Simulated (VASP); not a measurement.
Calculation: r2SCAN meta-GGA, VASP's PBE PAW potentials (set 64) (plane waves; VASP 6.6.1).

The input files of a VASP run:

File POSCAR:
```
Ru(001) slab
1
    2.7089503423     0.0000000000     0.0000000000
   -1.3544751711     2.3460199697     0.0000000000
    0.0000000000     0.0000000000    27.7460187087
Ru
6
Direct
  0.6666670000   0.3333330000   0.3846980000
  0.3333330000   0.6666670000   0.3078300000
  0.6666670000   0.3333330000   0.5384340000
  0.3333330000   0.6666670000   0.4615660000
  0.6666670000   0.3333330000   0.6921700000
  0.3333330000   0.6666670000   0.6153020000
```

**INCAR**
```
SYSTEM = Ru(001) slab
PREC = Normal
ENCUT = 400
EDIFF = 1E-5
NELM = 100
ALGO = Normal
LREAL = .FALSE.
LASPH = .TRUE.
ISMEAR = 1
SIGMA = 0.1
METAGGA = R2SCAN
LMIXTAU = .TRUE.
LMAXMIX = 4
LWAVE = .TRUE.
LCHARG = .FALSE.
NELMIN = 4
LDIPOL = .TRUE.
IDIPOL = 3
DIPOL = 0.5 0.5 0.5
IBRION = 2
ISIF = 2
NSW = 50
EDIFFG = -0.03
```

### KPOINTS
```
Automatic mesh
0
Gamma
12 12 1
0 0 0
```

POTCAR, in this order: Ru_pv (PBE.64 set). Program: vasp_std.

The run wrote:

File OUTCAR:
```
 ion  position               nearest neighbor table
   1  0.667  0.333  0.385-   2 2.64   4 2.64   2 2.64   4 2.64   2 2.64   4 2.64
   2  0.333  0.667  0.308-   1 2.64   1 2.64   1 2.64
   3  0.667  0.333  0.538-   6 2.64   4 2.64   6 2.64   4 2.64   6 2.64   4 2.64
   4  0.333  0.667  0.462-   1 2.64   3 2.64   1 2.64   3 2.64   1 2.64   3 2.64
   5  0.667  0.333  0.692-   6 2.64   6 2.64   6 2.64
   6  0.333  0.667  0.615-   3 2.64   5 2.64   3 2.64   5 2.64   3 2.64   5 2.64
  LATTYP: Found a hexagonal cell.
 ALAT       =     2.7089503423
 C/A-ratio  =    10.2423504320
 Subroutine PRICEL returns:
 Original cell was already a primitive cell.
 Subroutine GETGRP returns: Found 12 space group operations
The static configuration has the point symmetry D_3d.
The dynamic configuration has the point symmetry D_3d.
 Subroutine INISYM returns: Found 12 space group operations
 Subroutine IBZKPT returns following result:
 Found     19 irreducible k-points:

 Following reciprocal coordinates:
            Coordinates               Weight
  0.000000  0.000000  0.000000      1.000000
  0.083333 -0.000000  0.000000      6.000000
  0.166667 -0.000000  0.000000      6.000000
  0.250000 -0.000000  0.000000      6.000000
...
```

OSZICAR:
```
...
       N       E                     dE             d eps       ncg     rms          rms(c)
DAV:   1    -0.150344087483E+03   -0.85090E-05   -0.33695E-03  1962   0.648E-01    0.972E-03
DAV:   2    -0.150344056533E+03    0.30950E-04   -0.24711E-04  1912   0.110E-01    0.700E-03
DAV:   3    -0.150344073002E+03   -0.16469E-04   -0.15360E-05  1200   0.312E-02    0.856E-03
DAV:   4    -0.150344076291E+03   -0.32889E-05   -0.10850E-05  1148   0.268E-02
   7 F= -.15034408E+03 E0= -.15034354E+03  d E =-.246954E-02
       N       E                     dE             d eps       ncg     rms          rms(c)
DAV:   1    -0.150341283345E+03    0.27897E-02   -0.38586E-01  2030   0.691E+00    0.116E-01
DAV:   2    -0.150341962787E+03   -0.67944E-03   -0.31593E-02  2084   0.123E+00    0.257E-01
DAV:   3    -0.150342350899E+03   -0.38811E-03   -0.62810E-03  2472   0.652E-01    0.110E-01
DAV:   4    -0.150343245739E+03   -0.89484E-03   -0.19904E-03  2378   0.251E-01    0.588E-02
DAV:   5    -0.150343503759E+03   -0.25802E-03   -0.40343E-04  2412   0.171E-01    0.540E-02
DAV:   6    -0.150343670970E+03   -0.16721E-03   -0.21637E-04  2038   0.121E-01    0.288E-02
DAV:   7    -0.150344204379E+03   -0.53341E-03   -0.14528E-04  2016   0.687E-02    0.597E-03
DAV:   8    -0.150344360107E+03   -0.15573E-03   -0.16621E-05  1360   0.180E-02    0.454E-03
DAV:   9    -0.150344533355E+03   -0.17325E-03   -0.10419E-05  1182   0.173E-02    0.291E-03
DAV:  10    -0.150344748694E+03   -0.21534E-03   -0.44463E-05  1538   0.343E-02    0.220E-03
DAV:  11    -0.150344765557E+03   -0.16863E-04   -0.72457E-06  1140   0.160E-02    0.162E-03
DAV:  12    -0.150344811655E+03   -0.46098E-04   -0.59106E-06  1138   0.159E-02    0.725E-04
DAV:  13    -0.150344818765E+03   -0.71101E-05   -0.48043E-06  1076   0.155E-02
   8 F= -.15034482E+03 E0= -.15034417E+03  d E =-.742474E-03
       N       E                     dE             d eps       ncg     rms          rms(c)
DAV:   1    -0.150314831035E+03    0.29981E-01   -0.34694E+00  2038   0.207E+01    0.356E-01
DAV:   2    -0.150339429908E+03   -0.24599E-01   -0.28293E-01  2090   0.373E+00    0.816E-01
DAV:   3    -0.150337006387E+03    0.24235E-02   -0.61384E-02  2512   0.212E+00    0.333E-01
DAV:   4    -0.150340770200E+03   -0.37638E-02   -0.17393E-02  2450   0.773E-01    0.190E-01
DAV:   5    -0.150341594095E+03   -0.82390E-03   -0.35846E-03  2382   0.518E-01    0.148E-01
DAV:   6    -0.150341853929E+03   -0.25983E-03   -0.18466E-03  2312   0.337E-01    0.810E-02
DAV:   7    -0.150343915900E+03   -0.20620E-02   -0.98231E-04  2250   0.168E-01    0.161E-02
DAV:   8    -0.150344552986E+03   -0.63709E-03   -0.98032E-05  1788   0.395E-02    0.117E-02
DAV:   9    -0.150344972973E+03   -0.41999E-03   -0.48995E-05  1654   0.370E-02    0.699E-03
DAV:  10    -0.150345634127E+03   -0.66115E-03   -0.16942E-04  1658   0.471E-02    0.568E-03
DAV:  11    -0.150345664134E+03   -0.30007E-04   -0.18048E-05  1460   0.296E-02    0.451E-03
DAV:  12    -0.150345727499E+03   -0.63365E-04   -0.16196E-05  1324   0.212E-02    0.247E-03
DAV:  13    -0.150345816705E+03   -0.89206E-04   -0.15977E-05  1274   0.253E-02    0.208E-03
DAV:  14    -0.150345800717E+03    0.15989E-04   -0.64442E-06  1112   0.180E-02    0.139E-03
DAV:  15    -0.150345843029E+03   -0.42313E-04   -0.50807E-06  1060   0.171E-02    0.864E-04
DAV:  16    -0.150345861490E+03   -0.18461E-04   -0.31800E-06  1032   0.106E-02    0.640E-04
DAV:  17    -0.150345890292E+03   -0.28802E-04   -0.38197E-06  1056   0.134E-02    0.507E-04
DAV:  18    -0.150345898866E+03   -0.85739E-05   -0.50156E-06  1092   0.148E-02
   9 F= -.15034590E+03 E0= -.15034493E+03  d E =-.182257E-02
       N       E                     dE             d eps       ncg     rms          rms(c)
DAV:   1    -0.150344623084E+03    0.12672E-02   -0.14717E-01  2030   0.427E+00    0.725E-02
DAV:   2    -0.150344332571E+03    0.29051E-03   -0.12326E-02  2060   0.765E-01    0.163E-01
DAV:   3    -0.150344586603E+03   -0.25403E-03   -0.24550E-03  2476   0.405E-01    0.682E-02
DAV:   4    -0.150345000355E+03   -0.41375E-03   -0.78444E-04  2380   0.160E-01    0.392E-02
DAV:   5    -0.150345198919E+03   -0.19856E-03   -0.17726E-04  2116   0.114E-01    0.342E-02
DAV:   6    -0.150345370337E+03   -0.17142E-03   -0.95989E-05  1882   0.790E-02    0.181E-02
DAV:   7    -0.150345588863E+03   -0.21853E-03   -0.69623E-05  1588   0.473E-02    0.388E-03
DAV:   8    -0.150345699486E+03   -0.11062E-03   -0.10600E-05  1216   0.171E-02    0.301E-03
DAV:   9    -0.150345758152E+03   -0.58666E-04   -0.69348E-06  1100   0.169E-02    0.209E-03
DAV:  10    -0.150345888514E+03   -0.13036E-03   -0.20166E-05  1398   0.206E-02    0.143E-03
DAV:  11    -0.150345898163E+03   -0.96492E-05   -0.51947E-06  1032   0.171E-02
  10 F= -.15034590E+03 E0= -.15034487E+03  d E =-.182187E-02
       N       E                     dE             d eps       ncg     rms          rms(c)
DAV:   1    -0.150336363364E+03    0.95251E-02   -0.11556E+00  2032   0.117E+01    0.205E-01
DAV:   2    -0.150343662275E+03   -0.72989E-02   -0.78121E-02  1940   0.187E+00    0.148E-01
DAV:   3    -0.150345713250E+03   -0.20510E-02   -0.82976E-03  2610   0.690E-01    0.287E-01
DAV:   4    -0.150344220801E+03    0.14924E-02   -0.59804E-03  2464   0.548E-01    0.604E-02
DAV:   5    -0.150344509447E+03   -0.28865E-03   -0.43730E-04  2388   0.178E-01    0.531E-02
DAV:   6    -0.150344806332E+03   -0.29688E-03   -0.22440E-04  2068   0.124E-01    0.468E-02
DAV:   7    -0.150345121430E+03   -0.31510E-03   -0.14181E-04  2010   0.868E-02    0.161E-02
DAV:   8    -0.150345350192E+03   -0.22876E-03   -0.38099E-05  1626   0.388E-02    0.854E-03
DAV:   9    -0.150345601066E+03   -0.25087E-03   -0.28031E-05  1446   0.291E-02    0.485E-03
DAV:  10    -0.150345855242E+03   -0.25418E-03   -0.52062E-05  1526   0.330E-02    0.324E-03
DAV:  11    -0.150345877486E+03   -0.22245E-04   -0.66094E-06  1184   0.148E-02    0.225E-03
DAV:  12    -0.150345933191E+03   -0.55705E-04   -0.78545E-06  1180   0.186E-02    0.119E-03
DAV:  13    -0.150345946678E+03   -0.13487E-04   -0.24355E-06  1020   0.958E-03    0.599E-04
DAV:  14    -0.150345963761E+03   -0.17083E-04   -0.22251E-06  1016   0.101E-02    0.409E-04
DAV:  15    -0.150345981504E+03   -0.17744E-04   -0.36503E-06  1086   0.132E-02    0.321E-04
DAV:  16    -0.150345996503E+03   -0.14998E-04   -0.43559E-06  1070   0.155E-02    0.307E-04
DAV:  17    -0.150345999967E+03   -0.34649E-05   -0.14818E-06  1004   0.881E-03
  11 F= -.15034600E+03 E0= -.15034517E+03  d E =-.101804E-03
       N       E                     dE             d eps       ncg     rms          rms(c)
DAV:   1    -0.150344211681E+03    0.17848E-02   -0.23714E-01  2032   0.530E+00    0.935E-02
DAV:   2    -0.150344680526E+03   -0.46885E-03   -0.16721E-02  1924   0.864E-01    0.719E-02
DAV:   3    -0.150345416775E+03   -0.73625E-03   -0.20776E-03  2666   0.343E-01    0.132E-01
DAV:   4    -0.150344888610E+03    0.52816E-03   -0.14679E-03  2500   0.285E-01    0.330E-02
DAV:   5    -0.150345320649E+03   -0.43204E-03   -0.36195E-04  2242   0.156E-01    0.536E-02
DAV:   6    -0.150345412700E+03   -0.92051E-04   -0.15710E-04  1874   0.106E-01    0.171E-02
DAV:   7    -0.150345531441E+03   -0.11874E-03   -0.12036E-04  1906   0.816E-02    0.135E-02
DAV:   8    -0.150345727455E+03   -0.19601E-03   -0.11682E-04  1840   0.744E-02    0.542E-03
DAV:   9    -0.150345935124E+03   -0.20767E-03   -0.89858E-05  1894   0.694E-02    0.364E-03
DAV:  10    -0.150345974061E+03   -0.38937E-04   -0.33987E-05  1496   0.370E-02    0.323E-03
DAV:  11    -0.150346028436E+03   -0.54375E-04   -0.10431E-05  1242   0.183E-02    0.250E-03
DAV:  12    -0.150346092684E+03   -0.64248E-04   -0.55165E-05  1568   0.523E-02    0.180E-03
DAV:  13    -0.150346081775E+03    0.10909E-04   -0.19666E-05  1292   0.336E-02    0.134E-03
DAV:  14    -0.150346118326E+03   -0.36551E-04   -0.66070E-06  1134   0.210E-02    0.117E-03
DAV:  15    -0.150346124353E+03   -0.60274E-05   -0.62373E-06  1158   0.164E-02
  12 F= -.15034612E+03 E0= -.15034521E+03  d E =-.226190E-03
```

File OUTCAR:
```
------------------------ aborting loop because EDIFF is reached ----------------------------------------
  FORCE on cell =-STRESS in cart. coord.  units (eV):
  Direction    XX          YY          ZZ          XY          YZ          ZX
  --------------------------------------------------------------------------------------
  Total       -3.6404425     -3.6404429     -0.4000212     -0.0000000      0.0000000      0.0000000
  in kB      -33.0773972    -33.0774016     -3.6346298     -0.0000000      0.0000000      0.0000000
  external PRESSURE =     -23.2631429 kB  Pullay stress =       0.0000000 kB
  volume of cell :      176.33
      direct lattice vectors                 reciprocal lattice vectors
     2.708950342  0.000000000  0.000000000     0.369146671  0.213126916  0.000000000
    -1.354475171  2.346019970  0.000000000     0.000000000  0.426253831  0.000000000
     0.000000000  0.000000000 27.746018709     0.000000000  0.000000000  0.036041207
 POSITION                                       TOTAL-FORCE (eV/Angst)
 -----------------------------------------------------------------------------------
      1.35448      0.78201     10.65830        -0.000000      0.000000     -0.003134
     -0.00000      1.56401      8.60662         0.000000     -0.000000     -0.002328
      1.35448      0.78201     14.95844        -0.000000      0.000000     -0.006728
     -0.00000      1.56401     12.78758        -0.000000     -0.000000      0.006728
      1.35448      0.78201     19.13940         0.000000      0.000000      0.002328
     -0.00000      1.56401     17.08772         0.000000     -0.000000      0.003134
 -----------------------------------------------------------------------------------
    total drift:                                0.000000      0.000000      0.000000
  FREE ENERGIE OF THE ION-ELECTRON SYSTEM (eV)
  ---------------------------------------------------
  free  energy   TOTEN  =      -150.3461243535 eV

  energy  without entropy=     -150.3433750905  energy(sigma->0) =     -150.34520793

 reached required accuracy - stopping structural energy minimisation
```
(Selected blocks of OUTCAR.)

File CONTCAR:
```
Ru(001) slab
   1.00000000000000
     2.7089503423000001    0.0000000000000000    0.0000000000000000
    -1.3544751711000000    2.3460199696999999    0.0000000000000000
     0.0000000000000000    0.0000000000000000   27.7460187086999994
  Ru
     6
Direct
     0.6666669999999968    0.3333330000000032    0.3841380995427876
     0.3333330000000032    0.6666669999999968    0.3101928614931102
     0.6666669999999968    0.3333330000000032    0.5391203563867782
     0.3333330000000032    0.6666669999999968    0.4608796436132216
     0.6666669999999968    0.3333330000000032    0.6898071385068901
     0.3333330000000032    0.6666669999999968    0.6158619004572121
```

**OUTCAR**
```
 val. band max:        3.2152036080   @ k =   0.1667  -0.0000   0.0000

 cond. band min:       3.2274931266   @ k =   0.3333  -0.0000   0.0000


 Fermi energy:         3.2270919199

 k-point     1 :       0.0000    0.0000    0.0000
  band No.  band energies     occupation
      1     -41.9477      2.00000
      2     -41.8398      2.00000
      3     -41.3955      2.00000
      4     -41.0674      2.00000
      5     -41.0674      2.00000
      6     -41.0648      2.00000
      7     -41.0648      2.00000
      8     -41.0201      2.00000
      9     -40.8348      2.00000
     10     -40.8348      2.00000
     11     -40.7984      2.00000
     12     -40.7562      2.00000
     13     -40.7562      2.00000
     14     -40.7126      2.00000
     15     -40.5273      2.00000
     16     -40.5273      2.00000
     17     -40.5272      2.00000
     18     -40.5272      2.00000
     19      -4.9635      2.00000
     20      -4.2796      2.00000
     21      -3.3666      2.00000
     22      -3.2942      2.00000
     23      -2.9961      2.00000
     24      -2.7957      2.00000
     25       0.0928      2.00000
     26       0.0928      2.00000
     27       0.2237      2.00000
     28       0.2238      2.00000
     29       0.2672      2.00000
     30       0.2673      2.00000
     31       0.3282      2.00000
     32       0.4412      2.00000
     33       0.5931      2.00000
     34       0.5931      2.00000
     35       0.7380      2.00000
     36       0.9727      2.00000
     37       0.9728      2.00000
     38       1.0946      2.00000
     39       1.0947      2.00000
     40       1.1363      2.00000
     41       2.0163      2.00000
     42       2.0163      2.00000
     43       2.3570      2.00000
     44       2.6161      2.00000
     45       2.6161      2.00000
     46       3.4445     -0.00876
     47       3.4445     -0.00876
     48       3.8730     -0.00000
     49       4.0772     -0.00000
     50       4.0772     -0.00000

...
```

The cell is a thin slab with vacuum, built from Ru (hcp): (001) face.
